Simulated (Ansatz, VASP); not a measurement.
Two plane-wave programs on BaGe2H2

```
H Ba Ge
1.0
     2.32380    4.02494    0.00000
    -2.32380    4.02494    0.00000
     0.00000    0.00000    4.45157
H Ba Ge
2 1 2
Direct
  0.33333 0.33333 0.14200
  0.66667 0.66667 0.85800
  0.00000 0.00000 0.00000
  0.33333 0.33333 0.51561
  0.66667 0.66667 0.48439
```

Alike in both runs: functional PBE; k mesh 7 × 7 × 6; occupations fermi-dirac, width 0.0234 eV; no spin polarisation.

Ansatz relaxed the structure, and its values are those at the end. VASP's run is a single point on that final structure, the one shown.

|  | VASP | Ansatz |
| --- | --- | --- |
| version | VASP 6.6.1 | Ansatz 0.2.0 |
| potentials or method | VASP PAW PBE potentials, release 64 (H, Ba_sv, Ge_d) | PAW plane waves |
| plane-wave cutoff (eV) | 520 | 420 |
| valence electrons in the cell | 40 | 40 |

Ansatz gave:

* pressure (GPa): 5.0
* rms of the force components (eV/Å): 0.000

Estimate VASP's values.

pressure (GPa): 5.6; rms of the force components (eV/Å): 0.013.

Ansatz warned: «structure_snapped_to_symmetry».

Spin-orbit coupling is left out, which matters for the levels of Ba.
